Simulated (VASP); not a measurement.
Given:

```yaml
crystal:
  lattice:
    - [2.07500, -3.59401, 0.00000]
    - [2.07500, 3.59401, 0.00000]
    - [0.00000, 0.00000, 6.86000]
  atoms:
    - { symbol: Mg, position: [0.00000, 0.00000, 0.00000] }
    - { symbol: I, position: [0.33333, 0.66667, 0.24200] }
    - { symbol: I, position: [0.66667, 0.33333, 0.75800] }
```

Level of theory: PBE GGA, VASP's PBE PAW potentials (set 64) (plane waves; VASP). Settings: 300 eV cut-off, 6×6×3 Γ-centred mesh, Fermi-Dirac smearing of 0.050 eV, potentials Mg I.

Unless said otherwise, spin-orbit coupling is left out, though it shifts the bands of the heavy elements here.

Problem. Give the energies of bands 3 to 11 at the high-symmetry points, in eV from the valence-band maximum.

Solution. 
```json
[
 {"band": "3", "Γ": "-3.56", "M": "-3.63", "K": "-3.38", "A": "-2.72", "L": "-3.73", "H": "-3.21"},
 {"band": "4", "Γ": "-0.48", "M": "-2.85", "K": "-2.41", "A": "-1.45", "L": "-3.23", "H": "-2.80"},
 {"band": "5", "Γ": "-0.48", "M": "-1.88", "K": "-2.41", "A": "-0.38", "L": "-1.24", "H": "-2.80"},
 {"band": "6", "Γ": "-0.09", "M": "-1.41", "K": "-1.92", "A": "-0.38", "L": "-1.15", "H": "-2.24"},
 {"band": "7", "Γ": "-0.09", "M": "-0.92", "K": "-1.24", "A": "-0.19", "L": "-0.81", "H": "-0.56"},
 {"band": "8", "Γ": "0.00", "M": "-0.47", "K": "-1.24", "A": "-0.19", "L": "-0.71", "H": "-0.56"},
 {"band": "9", "Γ": "3.70", "M": "3.62", "K": "3.90", "A": "4.65", "L": "3.53", "H": "4.82"},
 {"band": "10", "Γ": "4.75", "M": "5.32", "K": "7.40", "A": "4.84", "L": "5.21", "H": "5.77"},
 {"band": "11", "Γ": "6.67", "M": "5.50", "K": "7.40", "A": "6.49", "L": "5.66", "H": "5.77"}
]
```

The gap is indirect, 3.50 eV, from the valence maximum at Γ to the conduction minimum at (0.50, 0.00, 0.33).

The structure is a typed MgI2 crystal (P-3m1). The cell was not relaxed at this level.
